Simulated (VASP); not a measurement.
Input of a VASP 6.6.1 run:

File INCAR:

```
PREC     = Accurate       # precision mode
ENCUT    = 520            # plane-wave cutoff, eV
EDIFF    = 1E-6           # SCF threshold, eV
ISMEAR   = 0              # smearing method
SIGMA    = 0.1            # smearing width, eV
LREAL    = False          # projectors in reciprocal space
LASPH    = True           # aspherical terms in the spheres
NELM     = 120            # most SCF steps
ALGO     = Normal         # electronic algorithm
ISIF     = 3              # what is computed and relaxed
LWAVE    = False          # write WAVECAR
LCHARG   = False          # write CHGCAR
GGA      = PE             # functional
IBRION   = 2              # ionic algorithm
NSW      = 90             # ionic steps
EDIFFG   = -0.01          # ionic threshold
KPAR     = 4
```

Contents of KPOINTS:

```
regular mesh
0
Gamma
  10 10 4
```

File POSCAR:

```
InSbO2
1.0
    3.3482368400      0.0000000000      0.0000000000
   -1.6741184200      2.8996581600      0.0000000000
    0.0000000000      0.0000000000     13.6270000000
In Sb O
2 2 4
Direct
    0.0000000000      0.0000000000      0.0000000000
    0.0000000000      0.0000000000      0.5000000000
    0.3333333300      0.6666666700      0.2500000000
    0.6666666700      0.3333333300      0.7500000000
    0.3333333300      0.6666666700      0.0811624000
    0.6666666700      0.3333333300      0.5811624000
    0.3333333300      0.6666666700      0.4188376000
    0.6666666700      0.3333333300      0.9188376000
```

Potentials or basis: VASP PAW PBE potentials, release 64 (In_d, Sb, O).

Run with:

```sh
$ cat potpaw_PBE.64/In_d/POTCAR potpaw_PBE.64/Sb/POTCAR potpaw_PBE.64/O/POTCAR > POTCAR
$ mpirun -np 4 vasp_std > vasp.out
```

(1) Estimate the relaxed cell.

(2) Estimate the band gap on the k mesh.

(3) Estimate the space group after relaxing (to 0.05 Å).

(4) Estimate the relaxed volume.

## Answers

(1) a = 3.343 Å, b = 3.343 Å, c = 13.619 Å, α = 90.00°, β = 90.00°, γ = 120.00°.

(2) none (metal or under the smearing width).

(3) P6_3/mmc (No. 194).

(4) 16.47 Å³/atom.
